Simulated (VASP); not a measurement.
```yaml
crystal:
  lattice:
    - [2.16769, -3.75455, 0.00000]
    - [2.16769, 3.75455, 0.00000]
    - [0.00000, 0.00000, 7.06871]
  atoms:
    - { symbol: Cd, position: [0.66667, 0.33333, 0.50000] }
    - { symbol: Cd, position: [0.33333, 0.66667, 0.00000] }
    - { symbol: Se, position: [0.66667, 0.33333, 0.87600] }
    - { symbol: Se, position: [0.33333, 0.66667, 0.37600] }
```

All values below come from SCAN meta-GGA, VASP's PBE PAW potentials (set 64) (plane waves; VASP). Numerical set-up: 520 eV cut-off, 7×7×4 Γ-centred mesh, tetrahedra with Blöchl corrections, potentials Cd Se.

**Question.** Predict the energy per atom (σ→0), band gap (over mesh and band path) with the smallest direct gap where there is one.

**Answer.** 
```
Property                                                    Result
---------------------------------------------  -------------------
band gap (over mesh and band path)                         0.98 eV
smallest direct gap (over mesh and band path)              0.98 eV
energy per atom (σ→0)                          -2502.8 kJ/mol-atom
```

Only differences to runs with the same potentials and settings are physical.

The compound is CdSe in the wurtzite structure. It was relaxed first.
